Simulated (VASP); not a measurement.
# RbTe2: structure and properties in VASP

Aim: relax RbTe2, then compute properties on the relaxed cell. The steps: rough relaxation of the start cell, full relaxation (MS2), second relaxation, single point with fields (MS2), bands along the symmetry lines (MS2), density of states (MS2) and elastic constants (MS2). The cell is invented: it takes the structure of a Materials Project entry for CuTe2 (space group 164 there), with some of its atoms replaced by other elements, volume scaled by an estimate. It may not be a known or stable phase.

Calculated with VASP 6.6.1; MS2; plane waves and PAW (Te, Rb_sv); invented cell.

Report form: the programs' logs are mostly left out.

**1. Set-up**

Before any relaxation, the start is as follows. It takes space group P-3m1 (No. 164, trigonal). The conventional cell has a = 4.421 Å, b = 4.421 Å, c = 5.672 Å, α = 90.00°, β = 90.00°, γ = 120.00°. Nearest to Te lie 3 Rb at 2.99 Å. Rb has 6 Te at 2.99 Å nearest. It derives from CuTe2. it takes the structure of a Materials Project entry for CuTe2 (space group 164 there), with some of its atoms replaced by other elements, volume scaled by an estimate. Farther neighbours and most contacts between anions are not listed.

As a file:

```xyz
3
Lattice="4.4210 0.0000 0.0000 -2.2105 3.8287 0.0000 0.0000 0.0000 5.6725" Properties=species:S:1:pos:R:3 pbc="T T T"
Te    0.0000    2.5525    1.5505
Te    2.2105    1.2762    4.1220
Rb    0.0000    0.0000    0.0000
```

**2. Rough relaxation of the start cell**

The start is only an estimate, so a cheap relaxation brings it near a minimum before any careful run.

File INCAR:

```
SYSTEM = RbTe2
PREC = Normal
ENCUT = 400
EDIFF = 1E-05
NELM = 60
ISMEAR = 0
SIGMA = 0.05
LREAL = .FALSE.
ALGO = Normal
METAGGA = MS2
LASPH = .TRUE.
NBANDS = 16
LORBIT = 11
LWAVE = .FALSE.
LCHARG = .FALSE.
IBRION = 2
NSW = 40
ISIF = 3
EDIFFG = -0.04
```

File POSCAR:

```
RbTe2
1.0
    4.4209850000      0.0000000000      0.0000000000
   -2.2104930000      3.8286850000      0.0000000000
    0.0000000000      0.0000000000      5.6724790000
Te Rb
2 1
Direct
    0.3333333300      0.6666666700      0.2733419500
    0.6666666700      0.3333333300      0.7266580500
    0.0000000000      0.0000000000      0.0000000000
```

File KPOINTS:

```
Automatic mesh
0
Gamma
4 4 3
0 0 0
```

Potentials, in the order of the species: Te and Rb_sv (PBE family, release 64).

Launch:

```bash
$ mpirun -np 1 vasp_std
```

Elapsed: 14 min, on 1 MPI rank of AMD EPYC 7R43, shared host; peak memory 0.12 GiB.

This run has no spin polarisation. Its electron count is odd, so without a moment it is a metal by construction. The k-mesh is coarse for a metal. This relaxation is a rough one on cheap settings, only to bring the start near its minimum. The PAW data sets were made with PBE, which is usual practice but a small mismatch for other functionals. The run keeps the 12 symmetry operations of its start, so it cannot find a distortion of lower symmetry.

The steps of the relaxation (22 of 28):

```tsv
step	energy less that of the first step (eV)	largest force (eV/Å)	pressure (GPa)	volume (Å³)
1	0.0000	2.5193	11.11	96.02
2	-1.6059	0.9770	-0.24	129.82
4	-1.6480	0.6909	-1.87	147.01
5	-1.6612	0.7744	-1.43	140.67
6	-1.8675	0.7468	-1.26	134.88
7	-2.4563	1.5158	-0.33	116.89
9	-2.9299	0.8807	4.96	89.52
10	-3.4139	0.5513	9.83	80.13
11	-3.8661	0.4833	4.06	87.64
13	-4.0520	0.4735	-0.25	98.12
14	-4.0526	0.4711	-0.40	98.72
15	-4.0526	0.4704	-0.52	99.11
16	-4.0661	0.4643	-0.24	98.65
18	-4.0566	0.2939	2.71	94.44
19	-4.0950	0.3924	0.98	96.65
20	-4.1054	0.3793	0.87	96.90
22	-4.1764	0.2349	-0.08	99.11
23	-4.2027	0.0226	-1.17	102.11
24	-4.2205	0.0618	-0.52	99.52
25	-4.2211	0.0772	-0.40	99.07
27	-4.2262	0.0195	0.19	97.36
28	-4.2267	0.0041	0.01	97.70
```

```tsv
cell as run	before	after	change
a (Å)	4.421	5.994	+35.6 %
b (Å)	4.421	5.994	+35.6 %
c (Å)	5.672	3.140	-44.6 %
volume (Å³/atom)	32.01	32.57	+1.8 %
```

The atoms that moved most (Å, as changes of fractional coordinates times the final cell):

```tsv
atom	dx	dy	dz	length
Te2	0.000	0.000	-0.714	0.714
Te1	0.000	0.000	0.714	0.714
```

Final coordinates:

```cif
data_structure
_symmetry_space_group_name_H-M 'P 1'
_symmetry_Int_Tables_number 1
_cell_length_a 5.9944
_cell_length_b 5.9944
_cell_length_c 3.1398
_cell_angle_alpha 90.000
_cell_angle_beta 90.000
_cell_angle_gamma 120.000
_cell_volume 97.70
loop_
_atom_site_label
_atom_site_type_symbol
_atom_site_fract_x
_atom_site_fract_y
_atom_site_fract_z
_atom_site_occupancy
Te1 Te 0.33333 0.66667 0.50063 1
Te2 Te 0.66667 0.33333 0.49937 1
Rb3 Rb 0.00000 0.00000 0.00000 1
```

This step gave:

- electrons: 21
- bands: 16
- irreducible k-points: 9
- symmetry operations: 12
- free energy (TOTEN): -1.120 eV
- energy at zero smearing: -1.118 eV
- Fermi energy: 4.575 eV
- pressure: 0.01191 GPa
- metallic: yes
- SCF cycles over all ionic steps: 221

It ends with a largest force of 0.004 eV/Å and a pressure of 0.01 GPa.

**3. Full relaxation (MS2)**

Properties are meant for the cell that this level of theory prefers, so cell and atoms are relaxed first (ISIF = 3) until forces and stress are small; EDIFFG sets the threshold.

File INCAR:

```
SYSTEM = RbTe2
PREC = Accurate
ENCUT = 400
EDIFF = 1E-06
NELM = 100
ISMEAR = 0
SIGMA = 0.05
LREAL = .FALSE.
ALGO = Normal
METAGGA = MS2
LASPH = .TRUE.
NBANDS = 16
LORBIT = 11
LWAVE = .FALSE.
LCHARG = .FALSE.
IBRION = 2
NSW = 60
ISIF = 3
EDIFFG = -0.01
```

File POSCAR:

```
RbTe2
1.0
    5.9943502400      0.0000000000      0.0000000000
   -2.9971751200      5.1912595900      0.0000000000
    0.0000000000      0.0000000000      3.1397901000
Te Rb
2 1
Direct
    0.3333333330      0.6666666670      0.5000000000
    0.6666666670      0.3333333330      0.5000000000
    0.0000000000      0.0000000000      0.0000000000
```

File KPOINTS:

```
Automatic mesh
0
Gamma
5 5 7
0 0 0
```

The cell reached was symmetrised within 0.01 Å before this step, which raises the operations from 12 to 24, which the run then keeps.

Launch:

```bash
$ mpirun -np 1 vasp_std
```

Wall time 9 min (1 MPI rank); peak memory 0.16 GiB.

The run keeps the 24 symmetry operations of its start, so it cannot find a distortion of lower symmetry.

Step by step:

```tsv
step	energy less that of the first step (eV)	largest force (eV/Å)	pressure (GPa)	volume (Å³)
1	0.0000	0.0000	0.70	97.70
2	-0.1058	0.0000	0.59	99.61
3	-0.1094	0.0000	0.66	99.98
4	-0.1132	0.0000	-0.10	102.20
5	-0.1133	0.0000	0.00	101.90
6	-0.1133	0.0000	-0.01	101.94
7	-0.1133	0.0000	-0.02	102.00
```

```tsv
conventional cell, symmetrised	before	after	change
a (Å)	5.994	6.234	+4.0 %
b (Å)	5.994	6.234	+4.0 %
c (Å)	3.140	3.031	-3.5 %
volume (Å³/atom)	32.57	34.00	+4.4 %
```

Final coordinates:

```cif
data_structure
_symmetry_space_group_name_H-M 'P 1'
_symmetry_Int_Tables_number 1
_cell_length_a 6.2335
_cell_length_b 6.2335
_cell_length_c 3.0310
_cell_angle_alpha 90.000
_cell_angle_beta 90.000
_cell_angle_gamma 120.000
_cell_volume 102.00
loop_
_atom_site_label
_atom_site_type_symbol
_atom_site_fract_x
_atom_site_fract_y
_atom_site_fract_z
_atom_site_occupancy
Te1 Te 0.33333 0.66667 0.50000 1
Te2 Te 0.66667 0.33333 0.50000 1
Rb3 Rb 0.00000 0.00000 0.00000 1
```

Numbers from this step:

```
irreducible k-points            : 20
symmetry operations             : 24
free energy (TOTEN)             : -0.6217 eV
energy at zero smearing         : -0.6204 eV
Fermi energy                    : 4.398 eV
pressure                        : -0.01919 GPa
SCF cycles over all ionic steps : 54
```

It ends with forces that vanish by symmetry and a pressure of -0.02 GPa.

**4. Second relaxation**

The basis stayed that of the start cell while the cell moved. A rerun from the cell reached resets it; the error of the finite cutoff stays. The mesh changes with the cell too.

INCAR is that of step 3.

File POSCAR:

```
RbTe2
1.0
    6.2335495478      0.0000000000      0.0000000000
   -3.1167747739      5.3984122675      0.0000000000
    0.0000000000      0.0000000000      3.0310259800
Te Rb
2 1
Direct
    0.3333333330      0.6666666670      0.5000000000
    0.6666666670      0.3333333330      0.5000000000
    0.0000000000      0.0000000000      0.0000000000
```

File KPOINTS:

```
Automatic mesh
0
Gamma
4 4 7
0 0 0
```

Launch:

```bash
$ mpirun -np 1 vasp_std
```

It took 2 min on 1 MPI rank; peak memory 0.15 GiB.

Little changed from the start: no atom moved by 0.005 Å and no cell edge by 0.1 %.

Numbers from this step:

```
irreducible k-points            : 16
free energy (TOTEN)             : -0.6251 eV
energy at zero smearing         : -0.6232 eV
Fermi energy                    : 4.215 eV
pressure                        : -3.58e-4 GPa
SCF cycles over all ionic steps : 16
```

It ends with forces that vanish by symmetry and a pressure of 0.00 GPa. The volume moved by under 0.01 %: the run met its threshold at the first step.

**5. Single point with fields (MS2)**

A single point on the relaxed cell gives a clean self-consistent state, with density, ELF and potential written out.

INCAR: that of step 4 with these lines changed.

```diff
@@ -14,6 +14,5 @@
 LWAVE = .FALSE.
-LCHARG = .FALSE.
-IBRION = 2
-NSW = 60
-ISIF = 3
-EDIFFG = -0.01
+LCHARG = .TRUE.
+ISIF = 2
+LELF = .TRUE.
+LVHAR = .TRUE.
```

POSCAR is that of step 4.

KPOINTS is that of step 4.

Launch:

```bash
$ mpirun -np 1 vasp_std
```

Run time: 2 min. Hardware: 1 MPI rank; peak memory 0.15 GiB.

Numbers from this step:

```yaml
scf_cycles: 16
```

Valence electrons inside each PAW sphere by angular momentum. Sphere charges, by row:

```tsv
atom	s (e)	p (e)	d (e)	tot (e)
Te1	1.425	1.885	0.03	3.34
Te2	1.425	1.885	0.03	3.34
Rb3	1.958	5.424	0.038	7.419
```

Valence density in the ab plane at fractional z = 0.500, with atoms of Te within 0.2 Å of it. It is the smooth field of the valence electrons, not physical close to the nuclei.

Ten even steps from '_' (-0.28 e/Å³) to '@' (0.53 e/Å³), each cell a mean:
```
====----======++++++======--======
====--====++**##****++====--======
----====**%%@@@@@@##++====----====
--====**%%@@%%%%@@%%++====--------
====++%%@@==::**@@##++============
==++##@@**____##@@**==============
==++%%@@**--**@@##++====++++++++==
==**%%@@@@@@@@##++==++**##%%##**++
++++##@@@@%%##++++++##@@@@@@@@**++
==++******++++==++##@@##**%%@@##++
======++======++##@@**__::%%@@**==
==============++%%@@--__==@@%%++==
----------====**@@@@****@@%%**====
----------==++**@@@@@@@@%%**====--
======----====**##%%%%##++====----
======----====++++**++++====--====
======----======++========----====
```
Columns run along a (6.2 Å), rows up along b (6.2 Å). Atoms in or near the plane, at fractional coordinates: Te at (0.33, 0.67), Te at (0.67, 0.33).

ELF in the ab plane at fractional z = 0.500, with atoms of Te within 0.2 Å of it. It is the smooth field of the valence electrons, not physical close to the nuclei.

Ten even steps from '0' (0.02) to '9' (0.91), each cell a mean:
```
00001234443210000
00025788887510000
00279999999610000
02699999999510000
14899878997311111
15998669984235652
26998789852479973
26999998525899984
26999985258999984
25999842589989984
24786424898679983
12332148997689972
00000269998899951
00000389999999720
00000379999986200
00000245666542000
00000122222110000
```
Columns run along a (6.2 Å), rows up along b (6.2 Å). Atoms in or near the plane, at fractional coordinates: Te at (0.33, 0.67), Te at (0.67, 0.33).

Electrostatic potential energy in the ab plane at fractional z = 0.500, with atoms of Te within 0.2 Å of it. With pseudopotentials it is smooth inside the atoms' cores, unlike the true potential.

Ten even steps from '_' (-93 eV) to '@' (4 eV), each cell a mean:
```
@@@@@@@@@@@@@@@@@@@@@@@@@@@@@@@@@@
@@@@@@@@@@@@@@@@@@@@@@@@@@@@@@@@@@
@@@@@@@@@@%%##**##@@@@@@@@@@@@@@@@
@@@@@@@@%%==::::++%%@@@@@@@@@@@@@@
@@@@@@%%==____..++@@@@@@@@@@@@@@@@
@@@@@@++..____::##@@@@@@@@@@@@@@@@
@@@@%%==____..++@@@@@@@@@@@@@@@@@@
@@@@%%++----**%%@@@@@@@@@@%%@@@@@@
@@@@@@%%##%%@@@@@@@@@@##++++##@@@@
@@@@@@@@@@@@@@@@@@%%++::..::**@@@@
@@@@@@@@@@@@@@@@@@**..____::##@@@@
@@@@@@@@@@@@@@@@%%--______==%%@@@@
@@@@@@@@@@@@@@@@##--__..==%%@@@@@@
@@@@@@@@@@@@@@@@%%++==++%%@@@@@@@@
@@@@@@@@@@@@@@@@@@%%%%@@@@@@@@@@@@
@@@@@@@@@@@@@@@@@@@@@@@@@@@@@@@@@@
@@@@@@@@@@@@@@@@@@@@@@@@@@@@@@@@@@
```
Columns run along a (6.2 Å; values clipped at the 3rd and 97th percentile), rows up along b (6.2 Å). Atoms in or near the plane, at fractional coordinates: Te at (0.33, 0.67), Te at (0.67, 0.33).

In this run the pressure is 0.00 GPa, small enough to go on.

**6. Bands along the symmetry lines (MS2)**

Levels along the symmetry lines show where the bands peak and cross; KPOINTS_OPT computes them in the converged potential.

INCAR: that of step 5 with these lines changed.

```diff
@@ -11,8 +11,5 @@
 LASPH = .TRUE.
-NBANDS = 16
+NBANDS = 23
 LORBIT = 11
 LWAVE = .FALSE.
-LCHARG = .TRUE.
-ISIF = 2
-LELF = .TRUE.
-LVHAR = .TRUE.
+LCHARG = .FALSE.
```

POSCAR is that of step 5.

KPOINTS is that of step 5.

File KPOINTS_OPT:

```
Line mode
16
Line-mode
Reciprocal
  0.00000000   0.00000000   0.00000000 GAMMA
  0.50000000   0.00000000   0.00000000 M

  0.50000000   0.00000000   0.00000000 M
  0.33333333   0.33333333   0.00000000 K

  0.33333333   0.33333333   0.00000000 K
  0.00000000   0.00000000   0.00000000 GAMMA

  0.00000000   0.00000000   0.00000000 GAMMA
  0.00000000   0.00000000   0.50000000 A

  0.00000000   0.00000000   0.50000000 A
  0.50000000   0.00000000   0.50000000 L

  0.50000000   0.00000000   0.50000000 L
  0.33333333   0.33333333   0.50000000 H

  0.33333333   0.33333333   0.50000000 H
  0.00000000   0.00000000   0.50000000 A

  0.50000000   0.00000000   0.50000000 L
  0.50000000   0.00000000   0.00000000 M

  0.33333333   0.33333333   0.00000000 K
  0.33333333   0.33333333   0.50000000 H
```

Launch:

```bash
$ mpirun -np 1 vasp_std
```

Wall time 11 min (1 MPI rank); peak memory 0.15 GiB.

Spin-orbit coupling is off here; with elements this heavy it splits and shifts levels by tenths of an eV or more.

Numbers from this step:

- bands: 23
- pressure: 6.47e-4 GPa

The electronic bands at the labelled points (eV, zero at the Fermi level; # counts the bands kept):

```tsv
point	#2	#3	#4	#5	#6	#7	#8	#9
Γ	-3.80	-3.80	-1.30	-1.30	2.97	3.94	4.97	5.19
0.53 of the way	-3.82	-3.45	-1.69	-1.06	3.84	4.05	4.79	4.99
M	-3.83	-3.45	-1.43	-0.85	3.39	4.21	4.58	4.64
0.53 of the way	-4.19	-2.88	-1.86	-0.44	3.28	4.26	4.47	4.52
K	-4.34	-2.33	-2.33	-0.20	3.13	4.38	4.38	4.51
0.53 of the way	-3.92	-3.30	-1.81	-0.97	3.80	4.05	4.79	5.10
Γ	-3.80	-3.80	-1.30	-1.30	2.97	3.94	4.97	5.19
0.47 of the way	-3.02	-3.02	-0.96	-0.73	-0.73	0.31	4.35	6.39
A	-5.10	-3.86	-1.50	-1.50	0.08	0.08	3.58	3.58
0.53 of the way	-4.90	-4.08	-1.83	-1.35	0.59	0.78	3.76	4.00
L	-4.64	-4.35	-2.02	-1.02	0.54	1.37	3.69	3.94
0.53 of the way	-4.60	-4.39	-1.96	-0.89	0.10	1.64	3.18	4.74
H	-4.49	-4.49	-1.94	-0.47	-0.47	1.80	3.00	4.97
0.53 of the way	-4.90	-4.08	-1.81	-1.36	0.49	0.88	3.58	4.29
A	-5.10	-3.86	-1.50	-1.50	0.08	0.08	3.58	3.58
jump to L	-4.64	-4.35	-2.02	-1.02	0.54	1.37	3.69	3.94
0.47 of the way	-2.99	-2.39	-1.39	-0.98	-0.50	0.13	4.71	5.02
M	-3.83	-3.45	-1.43	-0.85	3.39	4.21	4.58	4.64
jump to K	-4.34	-2.33	-2.33	-0.20	3.13	4.38	4.38	4.51
0.47 of the way	-3.51	-1.67	-1.67	-0.38	-0.38	0.53	4.31	5.30
H	-4.49	-4.49	-1.94	-0.47	-0.47	1.80	3.00	4.97
```

Of the projections kept (Te, Rb), the largest for each band there; the rest of the weight can lie on other orbitals:

```tsv
point	#2	#3	#4	#5	#6	#7	#8	#9
Γ	Te 0.98	Te 0.98	Te 0.92	Te 0.92	Rb 0.63	Te 1.00	Te 1.00	Rb 0.90
M	Te 0.93	Te 0.97	Te 0.98	Te 0.97	Rb 0.59	Te 0.99	Te 1.00	Rb 0.91
K	Te 0.97	Te 0.95	Te 0.95	Te 1.00	Rb 0.59	Te 1.00	Te 1.00	Rb 0.61
Γ	Te 0.98	Te 0.98	Te 0.92	Te 0.92	Rb 0.63	Te 1.00	Te 1.00	Rb 0.90
A	Te 0.99	Te 1.00	Te 1.00	Te 1.00	Te 0.91	Te 0.91	Te 0.64	Te 0.64
L	Te 0.98	Te 1.00	Te 0.97	Te 0.97	Te 0.98	Te 1.00	Te 0.64	Te 0.86
```

There is no gap at this level.

**7. Density of states (MS2)**

Here the states are counted by energy and projected on the atoms. The mesh is finer than in the run before.

INCAR: that of step 6 with these lines changed.

```diff
@@ -5,3 +5,3 @@
 NELM = 100
-ISMEAR = 0
+ISMEAR = -5
 SIGMA = 0.05
@@ -15 +15,2 @@
 LCHARG = .FALSE.
+NEDOS = 2001
```

POSCAR is that of step 6.

File KPOINTS:

```
Automatic mesh
0
Gamma
6 6 11
0 0 0
```

Launch:

```bash
$ mpirun -np 1 vasp_std
```

Wall time 6.7 min (1 MPI rank); peak memory 0.18 GiB.

With tetrahedra the forces and stress of a metal are not exact derivatives of the energy.

This step gave:

```yaml
scf_cycles: 15
irreducible_k_points: 42
free_energy_toten: -0.4895 eV
fermi_energy: 4.345 eV
pressure: 0.1325 GPa
dos_at_the_fermi_level: 1.649 states/eV/cell
```

The density of states has structure finer than the step of the table below, so its rows give means over 0.5 eV, whole bins alone (the curve runs from -12.0 to 5.86 eV). Peaks (eV: height): total -11.92: 28.6, -11.31: 4.67, -1.66: 3.97, 4.54: 4.95; Te p -3.91: 0.999, -3.35: 1.09, -2.15: 1.18, -1.66: 1.67; Te s -11.56: 0.848, -11.31: 1.62, -11.07: 1.27, -9.80: 0.954; Rb p -11.92: 25.3.

States under -12.0 eV and over 5.9 eV are left out; flat bands give spikes narrower than the energy grid, so sums over such rows miss the true count of states. The density of states by energy, zero at the Fermi level; means over each step; values in states/eV/cell:

```tsv
energy (eV)	total	Te p	Te s	Rb p
-11.5	2.33	0.00968	0.939	0.845
-11.0	2.26	0.0207	1.03	0.679
-10.5	1.19	0.0228	0.764	0.0418
-10.0	1.22	0.0212	0.828	0.0188
-9.5	0.920	0.0139	0.651	0.00472
-9.0	0.567	0.00665	0.422	5.7e-4
-8.5	0.0603	4.5e-4	0.0468	0
-8.0	0	0	0	0
-7.5	0	0	0	0
-7.0	0	0	0	0
-6.5	0	0	0	0
-6.0	0	0	0	0
-5.5	0	0	0	0
-5.0	0.229	0.0953	0.00317	0.00104
-4.5	0.658	0.276	0.0114	0.00334
-4.0	1.92	0.744	0.0217	0.0162
-3.5	2.34	0.899	0.0392	0.0199
-3.0	1.77	0.690	0.0374	0.0173
-2.5	1.62	0.649	0.0261	0.0144
-2.0	2.14	0.884	0.0376	0.0114
-1.5	2.77	1.16	0.0760	0.0188
-1.0	1.83	0.808	0.0463	0.0149
-0.5	1.87	0.851	0.0332	0.00938
0.0	1.73	0.805	0.0318	0.00793
0.5	1.34	0.660	0.0237	0.00297
1.0	0.990	0.519	0.0197	8.8e-4
1.5	0.484	0.260	0.0153	2.3e-4
2.0	0.327	0.170	0.0140	2.0e-4
2.5	0.382	0.189	0.0141	3.6e-4
3.0	0.741	0.252	0.0162	8.8e-4
3.5	1.41	0.357	0.0155	0.00553
4.0	2.15	0.313	0.0308	0.0175
4.5	3.77	0.251	0.0839	0.0412
5.0	3.70	0.216	0.0590	0.0468
5.5	3.56	0.228	0.0386	0.0574
```

The finer mesh and the other smearing move the Fermi level by +0.13 eV from the 4×4×7 run, one measure of the sampling error in the zero of the bands above. Of the states within 0.3 eV of the Fermi level, the largest shares in the PAW spheres are Te p 47 %. The rest lies in smaller channels or between the spheres.

**8. Elastic constants (MS2)**

IBRION = 6 with ISIF = 3 strains the cell both ways at fixed fractional positions, and adds the ions' share afterwards from the force constants. Stress converges slowly with the basis, so the cutoff is raised.

File INCAR:

```
SYSTEM = RbTe2
PREC = Accurate
ENCUT = 500
EDIFF = 1E-07
NELM = 100
ISMEAR = 0
SIGMA = 0.05
LREAL = .FALSE.
ALGO = Normal
METAGGA = MS2
LASPH = .TRUE.
NBANDS = 16
LORBIT = 11
LWAVE = .FALSE.
LCHARG = .FALSE.
IBRION = 6
NFREE = 2
POTIM = 0.015
ISIF = 3
NSW = 1
```

POSCAR is that of step 7.

File KPOINTS:

```
Automatic mesh
0
Gamma
4 4 7
0 0 0
```

Launch:

```bash
$ mpirun -np 1 vasp_std
```

The job ended after 39 min (1 MPI rank; peak memory 0.27 GiB).

The run was stopped at its time limit, by a STOPCAR file.

More ranks or a longer limit would be the way on.

**9. Results**

```yaml
relaxed_volume: 34.00 Å³/atom
relaxed_conventional_cell_a_b_c: 6.234, 6.234, 3.031 Å; angles 90.0, 90.0, 120.0°
space_group_after_relaxing_within_0p02_a: P6/mmm (No. 191)
band_gap: none, a metal
dos_at_the_fermi_level: 1.65 states/eV/cell
```

What this shows: With MS2, RbTe2 relaxes to 34.00 Å³/atom in space group P6/mmm (held by the symmetry of the run) and comes out as a metal. Not obtained: elastic constants (MS2), because the run hit its time limit. Bands along the symmetry lines (MS2): Of the bands kept, 3 cross the Fermi level on this path. Spin-orbit coupling is left out, and with elements this heavy it would split and shift bands near the Fermi level. The k-sampling is coarse for a metal, so the Fermi level, pressures and the shape of the cell carry errors. With an odd electron count and no spin the cell is a metal by construction. No search among competing phases was made. All values are for a static lattice at zero temperature.

[Lines on the potential files, build, host, timing and source positions are cut from VASP's logs without a mark.]

[Logs are printed without paths, hosts, clocks, repeated set-up lines and the standing remarks that a program may print on its own settings, such as how far it seeks lower states.]

[Hosts, paths, dates, database ids (printed as entryN), source tags and the programs' standing remarks are cut or masked in the printed files.]

[A measured line is paired with the nearest computed mode of its activity, which favours agreement.]
